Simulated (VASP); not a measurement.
OSZICAR of a VASP run on AuZn (CsCl type):

OSZICAR:
```
       N       E                     dE             d eps       ncg     rms          rms(c)
DAV:   1     0.110080751553E+03    0.11008E+03   -0.10041E+04  1736   0.163E+03
DAV:   2    -0.191507406415E+01   -0.11200E+03   -0.10875E+03  1813   0.303E+02
DAV:   3    -0.515590122885E+01   -0.32408E+01   -0.32309E+01  2051   0.619E+01
DAV:   4    -0.517408287353E+01   -0.18182E-01   -0.18181E-01  1967   0.413E+00
DAV:   5    -0.517430588141E+01   -0.22301E-03   -0.22301E-03  2044   0.452E-01    0.723E+00
DAV:   6    -0.539584060452E+01   -0.22153E+00   -0.89627E+00  1694   0.359E+01    0.773E+00
DAV:   7    -0.586610703662E+01   -0.47027E+00   -0.14312E+01  1694   0.444E+01    0.882E+00
DAV:   8    -0.700373536896E+01   -0.11376E+01   -0.28513E+01  1687   0.585E+01    0.149E+01
DAV:   9    -0.824847673123E+01   -0.12447E+01   -0.40995E+01  2091   0.141E+02    0.157E+01
DAV:  10    -0.133706127782E+02   -0.51221E+01   -0.10161E+02  1771   0.119E+02    0.335E+01
DAV:  11    -0.216363091320E+02   -0.82657E+01   -0.15262E+02  1887   0.206E+02    0.361E+01
DAV:  12    -0.973671407555E+02   -0.75731E+02   -0.80609E+02  2111   0.313E+02    0.194E+02
DAV:  13    -0.824573190781E+03   -0.72721E+03   -0.10343E+04  2512   0.162E+03    0.449E+02
DAV:  14    -0.131885553224E+04   -0.49428E+03   -0.21842E+04  3148   0.792E+02    0.158E+03
DAV:  15    -0.189525288576E+04   -0.57640E+03   -0.34405E+04  3009   0.596E+02    0.162E+03
DAV:  16    -0.130326651247E+04    0.59199E+03   -0.23316E+04  3261   0.748E+02    0.111E+03
DAV:  17    -0.180129208562E+04   -0.49803E+03   -0.32546E+04  2928   0.576E+02    0.113E+03
DAV:  18    -0.137676349380E+04    0.42453E+03   -0.24430E+04  3254   0.767E+02    0.112E+03
DAV:  19    -0.181467108876E+04   -0.43791E+03   -0.32974E+04  2905   0.580E+02    0.112E+03
DAV:  20    -0.135273809911E+04    0.46193E+03   -0.24058E+04  3290   0.766E+02    0.108E+03
DAV:  21    -0.178514331621E+04   -0.43241E+03   -0.32599E+04  2891   0.577E+02    0.106E+03
DAV:  22    -0.131132038824E+04    0.47382E+03   -0.23322E+04  3284   0.750E+02    0.105E+03
DAV:  23    -0.180829923960E+04   -0.49698E+03   -0.32811E+04  2905   0.580E+02    0.107E+03
DAV:  24    -0.134115275665E+04    0.46715E+03   -0.23874E+04  3268   0.763E+02    0.110E+03
DAV:  25    -0.179380783429E+04   -0.45266E+03   -0.32639E+04  2905   0.574E+02    0.110E+03
DAV:  26    -0.133123072163E+04    0.46258E+03   -0.23722E+04  3261   0.761E+02    0.106E+03
DAV:  27    -0.179610799944E+04   -0.46488E+03   -0.32527E+04  2912   0.570E+02    0.107E+03
DAV:  28    -0.136188359061E+04    0.43422E+03   -0.24264E+04  3250   0.768E+02    0.106E+03
DAV:  29    -0.177947232230E+04   -0.41759E+03   -0.32373E+04  2898   0.568E+02    0.105E+03
DAV:  30    -0.134634269835E+04    0.43313E+03   -0.23940E+04  3291   0.764E+02    0.107E+03
DAV:  31    -0.179621372651E+04   -0.44987E+03   -0.32651E+04  2905   0.574E+02    0.107E+03
DAV:  32    -0.133188545207E+04    0.46433E+03   -0.23735E+04  3261   0.762E+02    0.102E+03
DAV:  33    -0.177751812969E+04   -0.44563E+03   -0.32317E+04  2912   0.566E+02    0.103E+03
DAV:  34    -0.134424283266E+04    0.43328E+03   -0.23912E+04  3268   0.762E+02    0.105E+03
DAV:  35    -0.180058213845E+04   -0.45634E+03   -0.32672E+04  2912   0.576E+02    0.105E+03
DAV:  36    -0.134949442398E+04    0.45109E+03   -0.24040E+04  3245   0.768E+02    0.104E+03
DAV:  37    -0.179309295296E+04   -0.44360E+03   -0.32551E+04  2912   0.568E+02    0.105E+03
DAV:  38    -0.136680050833E+04    0.42629E+03   -0.24301E+04  3260   0.766E+02    0.102E+03
DAV:  39    -0.178841648107E+04   -0.42162E+03   -0.32489E+04  2912   0.565E+02    0.102E+03
DAV:  40    -0.135317261176E+04    0.43524E+03   -0.24152E+04  3208   0.767E+02    0.101E+03
DAV:  41    -0.176663925676E+04   -0.41347E+03   -0.31998E+04  2912   0.553E+02    0.102E+03
DAV:  42    -0.139093523552E+04    0.37570E+03   -0.24653E+04  3210   0.774E+02    0.111E+03
DAV:  43    -0.178220462699E+04   -0.39127E+03   -0.32565E+04  2905   0.571E+02    0.108E+03
DAV:  44    -0.132410658726E+04    0.45810E+03   -0.23597E+04  3291   0.760E+02    0.107E+03
DAV:  45    -0.179527692484E+04   -0.47117E+03   -0.32626E+04  2912   0.572E+02    0.109E+03
DAV:  46    -0.133879275202E+04    0.45648E+03   -0.23881E+04  3275   0.763E+02    0.105E+03
DAV:  47    -0.178491876699E+04   -0.44613E+03   -0.32471E+04  2905   0.572E+02    0.104E+03
DAV:  48    -0.133984499734E+04    0.44507E+03   -0.23818E+04  3256   0.762E+02    0.108E+03
DAV:  49    -0.180848672328E+04   -0.46864E+03   -0.32960E+04  2912   0.585E+02    0.108E+03
DAV:  50    -0.131536455366E+04    0.49312E+03   -0.23505E+04  3253   0.761E+02    0.103E+03
DAV:  51    -0.178797483638E+04   -0.47261E+03   -0.32378E+04  2905   0.567E+02    0.105E+03
DAV:  52    -0.136658951190E+04    0.42139E+03   -0.24328E+04  3258   0.771E+02    0.102E+03
DAV:  53    -0.177577704515E+04   -0.40919E+03   -0.32312E+04  2905   0.564E+02    0.101E+03
DAV:  54    -0.135001382796E+04    0.42576E+03   -0.24039E+04  3245   0.764E+02    0.107E+03
DAV:  55    -0.178453383479E+04   -0.43452E+03   -0.32464E+04  2905   0.570E+02    0.106E+03
DAV:  56    -0.134161388630E+04    0.44292E+03   -0.23864E+04  3258   0.764E+02    0.104E+03
DAV:  57    -0.178969862237E+04   -0.44808E+03   -0.32587E+04  2912   0.573E+02    0.104E+03
DAV:  58    -0.133918899953E+04    0.45051E+03   -0.23826E+04  3268   0.764E+02    0.103E+03
DAV:  59    -0.178691604558E+04   -0.44773E+03   -0.32550E+04  2912   0.574E+02    0.102E+03
DAV:  60    -0.132487301363E+04    0.46204E+03   -0.23631E+04  3267   0.761E+02    0.104E+03
DAV:  61    -0.179688306572E+04   -0.47201E+03   -0.32614E+04  2912   0.573E+02    0.105E+03
DAV:  62    -0.135990199100E+04    0.43698E+03   -0.24217E+04  3284   0.770E+02    0.110E+03
DAV:  63    -0.179996143423E+04   -0.44006E+03   -0.32741E+04  2912   0.578E+02    0.109E+03
DAV:  64    -0.134312870122E+04    0.45683E+03   -0.23904E+04  3252   0.764E+02    0.106E+03
DAV:  65    -0.179280272167E+04   -0.44967E+03   -0.32603E+04  2905   0.577E+02    0.106E+03
DAV:  66    -0.133635896524E+04    0.45644E+03   -0.23851E+04  3269   0.765E+02    0.102E+03
DAV:  67    -0.178581609343E+04   -0.44946E+03   -0.32412E+04  2912   0.566E+02    0.103E+03
DAV:  68    -0.134998787391E+04    0.43583E+03   -0.24033E+04  3275   0.767E+02    0.107E+03
DAV:  69    -0.179432673998E+04   -0.44434E+03   -0.32612E+04  2912   0.574E+02    0.107E+03
DAV:  70    -0.133706465590E+04    0.45726E+03   -0.23746E+04  3289   0.760E+02    0.106E+03
DAV:  71    -0.179105475913E+04   -0.45399E+03   -0.32587E+04  2912   0.572E+02    0.105E+03
DAV:  72    -0.132457392272E+04    0.46648E+03   -0.23577E+04  3194   0.760E+02    0.105E+03
DAV:  73    -0.178937769093E+04   -0.46480E+03   -0.32398E+04  2905   0.567E+02    0.107E+03
DAV:  74    -0.137117786973E+04    0.41820E+03   -0.24323E+04  3219   0.770E+02    0.107E+03
DAV:  75    -0.179763053793E+04   -0.42645E+03   -0.32688E+04  2905   0.573E+02    0.106E+03
DAV:  76    -0.134738166086E+04    0.45025E+03   -0.23986E+04  3261   0.764E+02    0.109E+03
DAV:  77    -0.179385456597E+04   -0.44647E+03   -0.32661E+04  2898   0.576E+02    0.108E+03
DAV:  78    -0.133260253129E+04    0.46125E+03   -0.23761E+04  3237   0.765E+02    0.101E+03
DAV:  79    -0.177769754888E+04   -0.44510E+03   -0.32334E+04  2912   0.569E+02    0.101E+03
DAV:  80    -0.134541674388E+04    0.43228E+03   -0.23943E+04  3250   0.768E+02    0.106E+03
DAV:  81    -0.179306153555E+04   -0.44764E+03   -0.32570E+04  2912   0.572E+02    0.107E+03
DAV:  82    -0.133835172408E+04    0.45471E+03   -0.23826E+04  3267   0.763E+02    0.103E+03
DAV:  83    -0.177699998752E+04   -0.43865E+03   -0.32389E+04  2912   0.570E+02    0.102E+03
DAV:  84    -0.134221736170E+04    0.43478E+03   -0.23829E+04  3297   0.765E+02    0.110E+03
DAV:  85    -0.180672635926E+04   -0.46451E+03   -0.32911E+04  2898   0.583E+02    0.109E+03
DAV:  86    -0.132460315063E+04    0.48212E+03   -0.23572E+04  3288   0.760E+02    0.106E+03
DAV:  87    -0.180562485924E+04   -0.48102E+03   -0.32829E+04  2912   0.579E+02    0.106E+03
DAV:  88    -0.133560731762E+04    0.47002E+03   -0.23755E+04  3289   0.760E+02    0.112E+03
DAV:  89    -0.180888902539E+04   -0.47328E+03   -0.32874E+04  2905   0.582E+02    0.112E+03
DAV:  90    -0.133177964576E+04    0.47711E+03   -0.23715E+04  3283   0.761E+02    0.106E+03
DAV:  91    -0.178373018045E+04   -0.45195E+03   -0.32500E+04  2905   0.574E+02    0.105E+03
DAV:  92    -0.132537184052E+04    0.45836E+03   -0.23610E+04  3212   0.759E+02    0.102E+03
DAV:  93    -0.178447548174E+04   -0.45910E+03   -0.32379E+04  2905   0.567E+02    0.104E+03
DAV:  94    -0.135086867834E+04    0.43361E+03   -0.24048E+04  3214   0.767E+02    0.103E+03
DAV:  95    -0.177645493544E+04   -0.42559E+03   -0.32341E+04  2905   0.565E+02    0.103E+03
DAV:  96    -0.134366678197E+04    0.43279E+03   -0.23905E+04  3249   0.763E+02    0.101E+03
DAV:  97    -0.178787980650E+04   -0.44421E+03   -0.32432E+04  2912   0.569E+02    0.102E+03
DAV:  98    -0.136240116253E+04    0.42548E+03   -0.24207E+04  3242   0.766E+02    0.108E+03
DAV:  99    -0.179422237748E+04   -0.43182E+03   -0.32697E+04  2905   0.577E+02    0.107E+03
DAV: 100    -0.133529045761E+04    0.45893E+03   -0.23865E+04  3260   0.762E+02
   1 F= -.13352905E+04 E0= -.13352898E+04  d E =-.201691E-02
```

Task: Which electronic solver shows in the log?

Result: It is blocked Davidson (ALGO = Normal, or the opening steps of other solvers). The INCAR had ALGO = Normal.

Task: Can the final energy be trusted as converged?

Result: The run did not converge; its last values are not results. It stopped with EDIFF = 1E-6, NELM = 100 (PBE GGA, plane waves, VASP's PBE PAW potentials (set 64)).

The compound is AuZn in the CsCl type structure. The cell was not relaxed at this level. The run is one of a series of settings (AMIX = 1.0, BMIX = 1.0, IMIX = 1 against the base run), some of them coarse on purpose. The electron count is odd and the run is not spin-polarised, which forces a metal.
